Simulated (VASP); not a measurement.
Method: PBEsol GGA, VASP's PBE PAW potentials (set 64) (plane waves; VASP).

VASP input:

File POSCAR:
```
Cu2As
3.7880
  1.0000000000   0.0000000000   0.0000000000
  0.0000000000   1.0000000000   0.0000000000
  0.0000000000   0.0000000000   1.5686378036
As Cu
2 4
Cart
  0.0003050000   0.4997820000   1.1180967909
  0.5067400000  -0.0050680000   0.4685285824
  0.0022590000  -0.0000670000  -0.0120910602
  0.5071020000   0.5092950000  -0.0058667054
  0.0013540000   0.4955090000   0.4858871283
  0.4822410000   0.0005490000   1.0827193025
```

INCAR:
```
! general
SYSTEM  = Cu2As
PREC    = Accurate
ENCUT   = 300
LREAL   = .False.
LASPH   = .True.

! electronic loop
EDIFF   = 1E-6
NELM    = 100
ALGO    = Normal
LMAXMIX = 4

! smearing
ISMEAR  = -1
SIGMA   = 0.136

! functional
GGA     = PS

! ions
ISIF    = 2

! output
LWAVE   = .False.
LCHARG  = .False.
```

**KPOINTS**
```
Automatic mesh
0
Gamma
7 7 5
0 0 0
```

POTCAR, in this order: As Cu (PBE.64 set). Program: vasp_std.

At this cut-off the stress carries a Pulay error, which pulls relaxed volumes low.

Task: Estimate the energy per atom (σ→0), pressure, largest force, band gap (on the k-mesh).

Result: 
```json
{
 "energy per atom (σ→0)": "-4.554 eV/atom",
 "band gap (on the k-mesh)": "none (metal, semimetal or under 0.01 eV)",
 "pressure": "-54.6 kbar",
 "largest_force": "0.914 eV/Å"
}
```

OSZICAR:
```
...
DAV:  12    -0.273878628654E+02    0.18995E-02   -0.98669E-03 12480   0.226E+00    0.102E-01
DAV:  13    -0.273880027077E+02   -0.13984E-03   -0.35571E-03 11584   0.868E-01    0.783E-02
DAV:  14    -0.273879011813E+02    0.10153E-03   -0.47132E-04 11128   0.366E-01    0.272E-02
DAV:  15    -0.273878961705E+02    0.50109E-05   -0.52869E-05 11968   0.457E-02    0.186E-02
DAV:  16    -0.273878905548E+02    0.56157E-05   -0.75725E-06  8488   0.533E-02    0.920E-03
DAV:  17    -0.273878890727E+02    0.14821E-05   -0.55306E-06  8312   0.448E-02    0.275E-03
DAV:  18    -0.273878890409E+02    0.31748E-07   -0.19264E-06  5280   0.289E-02
   1 F= -.27387889E+02 E0= -.27322356E+02  d E =-.131066E+00
```

The structure comes from a measured Cu2As entry of the Crystallography Open Database, whose conditions weren't checked. The cell was not relaxed at this level, atoms are displaced from their ideal sites.
